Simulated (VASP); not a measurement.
An input for Quantum ESPRESSO's pw.x (written as the equivalent of a VASP run, and not itself run):

```
&CONTROL
  calculation = 'scf'
  pseudo_dir = './pseudo'
  outdir = './out'
  tprnfor = .true.
  tstress = .true.
/
&SYSTEM
  ibrav = 0
  nat = 2
  ntyp = 2
  ecutwfc = 84
  occupations = 'smearing'
  smearing = 'gaussian'
  degauss = 0.003675
  input_dft = 'pw91'
/
&ELECTRONS
  conv_thr = 7.3e-09
  electron_maxstep = 100
/
ATOMIC_SPECIES
  Al 26.982 Al.upf
  As 74.922 As.upf
CELL_PARAMETERS angstrom
     0.0000000    2.8361675    2.8361675
     2.8361675    0.0000000    2.8361675
     2.8361675    2.8361675    0.0000000
ATOMIC_POSITIONS crystal
  Al   0.0000000  0.0000000  0.0000000
  As   0.2500000  0.2500000  0.2500000
K_POINTS automatic
  8 8 8 0 0 0
```

### Question
Translate this input to VASP (INCAR, KPOINTS, POSCAR, choice of POTCAR).

### Answer
This is not unique; one that fits is 
### INCAR
```
ALGO=Normal
EDIFF=1E-7
ENCUT=520
GGA=91
ISIF=2
ISMEAR=0
LASPH=.TRUE.
LCHARG=.FALSE.
LMAXMIX=4
LREAL=.FALSE.
LWAVE=.FALSE.
NELM=100
PREC=Accurate
SIGMA=0.05
SYSTEM=AlAs
```

File KPOINTS:
```
Automatic mesh
0
Gamma
8 8 8
0 0 0
```

POSCAR:
```
AlAs
1
    0.0000000000     2.8361674796     2.8361674796
    2.8361674796     0.0000000000     2.8361674796
    2.8361674796     2.8361674796     0.0000000000
Al As
1 1
Direct
  0.0000000000   0.0000000000   0.0000000000
  0.2500000000   0.2500000000   0.2500000000
```

POTCAR, in this order: Al As (PBE.64 set). Program: vasp_std.

What does not carry over: the potentials are each code's own (VASP's PAW set, PseudoDojo norm-conserving files in pw.x), so ENCUT and ecutwfc are chosen apart and not converted; conv_thr bounds pw.x's estimated SCF error, while EDIFF bounds the energy change between steps.

The compound is AlAs in the zinc blende structure. This cell is one point of a volume scan, at 0.97 of the reference volume.
